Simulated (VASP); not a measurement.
Calculation: revPBE GGA, VASP's PBE PAW potentials (set 64) (plane waves; VASP).

Input for VASP

KPOINTS:
```
Automatic mesh
0
Gamma
4 4 4
0 0 0
```

**POSCAR**
```
CsPbCl3
1
    5.8290167670     0.0000000000     0.0000000000
    0.0000000000     5.8290167670     0.0000000000
    0.0000000000     0.0000000000     5.8290167670
Cs Pb Cl
1 1 3
Direct
  0.0000000000   0.0000000000   0.0000000000
  0.5000000000   0.5000000000   0.5000000000
  0.5000000000   0.0000000000   0.5000000000
  0.0000000000   0.5000000000   0.5000000000
  0.5000000000   0.5000000000   0.0000000000
```

### INCAR
```
SYSTEM = CsPbCl3
PREC = Accurate; ENCUT = 520; LREAL = .FALSE.
LASPH = .TRUE.
EDIFF = 1E-7; NELM = 100; ALGO = Normal
LMAXMIX = 4
ISMEAR = 0; SIGMA = 0.05
GGA = RE
ISIF = 2
LWAVE = .FALSE.; LCHARG = .FALSE.
```

POTCAR, in this order: Cs_sv Pb_d Cl (PBE.64 set). Program: vasp_std.

The resulting files:

File OSZICAR:
```
       N       E                     dE             d eps       ncg     rms          rms(c)
DAV:   1     0.426413358033E+03    0.42641E+03   -0.19115E+04   520   0.151E+03
DAV:   2     0.378136487111E+02   -0.38860E+03   -0.37805E+03   648   0.343E+02
DAV:   3    -0.155418127337E+02   -0.53355E+02   -0.53097E+02   624   0.139E+02
DAV:   4    -0.176748479223E+02   -0.21330E+01   -0.21282E+01   726   0.348E+01
DAV:   5    -0.177108050913E+02   -0.35957E-01   -0.35949E-01   664   0.392E+00    0.490E+00
DAV:   6    -0.166349279748E+02    0.10759E+01   -0.21882E+00   682   0.158E+01    0.353E+00
DAV:   7    -0.165921124800E+02    0.42815E-01   -0.85050E-01   734   0.503E+00    0.211E+00
DAV:   8    -0.166253983202E+02   -0.33286E-01   -0.11419E-01   642   0.281E+00    0.335E-01
DAV:   9    -0.166247590345E+02    0.63929E-03   -0.27557E-02   740   0.119E+00    0.175E-01
DAV:  10    -0.166265190447E+02   -0.17600E-02   -0.35240E-03   552   0.359E-01    0.810E-02
DAV:  11    -0.166267565908E+02   -0.23755E-03   -0.60613E-04   644   0.216E-01    0.151E-02
DAV:  12    -0.166267756219E+02   -0.19031E-04   -0.84278E-05   770   0.845E-02    0.618E-03
DAV:  13    -0.166267763555E+02   -0.73368E-06   -0.42426E-06   678   0.157E-02    0.365E-03
DAV:  14    -0.166267769750E+02   -0.61942E-06   -0.15624E-06   570   0.103E-02    0.560E-04
DAV:  15    -0.166267769962E+02   -0.21232E-07   -0.32593E-08   408   0.176E-03
   1 F= -.16626777E+02 E0= -.16626777E+02  d E =-.511606E-14
```

**OUTCAR**
```
------------------------ aborting loop because EDIFF is reached ----------------------------------------
  FORCE on cell =-STRESS in cart. coord.  units (eV):
  Direction    XX          YY          ZZ          XY          YZ          ZX
  --------------------------------------------------------------------------------------
  Total        0.0618013      0.0618013      0.0618013      0.0000000     -0.0000000      0.0000000
  in kB        0.4999449      0.4999449      0.4999449      0.0000000     -0.0000000      0.0000000
  external PRESSURE =       0.4999449 kB  Pullay stress =       0.0000000 kB
  volume of cell :      198.06
      direct lattice vectors                 reciprocal lattice vectors
     5.829016767  0.000000000  0.000000000     0.171555520  0.000000000  0.000000000
     0.000000000  5.829016767  0.000000000     0.000000000  0.171555520  0.000000000
     0.000000000  0.000000000  5.829016767     0.000000000  0.000000000  0.171555520
 POSITION                                       TOTAL-FORCE (eV/Angst)
 -----------------------------------------------------------------------------------
      0.00000      0.00000      0.00000         0.000000      0.000000      0.000000
      2.91451      2.91451      2.91451         0.000000      0.000000      0.000000
      2.91451      0.00000      2.91451         0.000000      0.000000      0.000000
      0.00000      2.91451      2.91451         0.000000      0.000000      0.000000
      2.91451      2.91451      0.00000         0.000000      0.000000      0.000000
 -----------------------------------------------------------------------------------
    total drift:                                0.000000     -0.000000     -0.000000
  FREE ENERGIE OF THE ION-ELECTRON SYSTEM (eV)
  ---------------------------------------------------
  free  energy   TOTEN  =       -16.6267769962 eV

  energy  without entropy=      -16.6267769962  energy(sigma->0) =      -16.62677700
```
(Selected blocks of OUTCAR.)

The compound is CsPbCl3 in the cubic perovskite structure, the ideal cubic form; the compound distorts at low or room temperature. It was relaxed first, which changed the volume by +12 %.
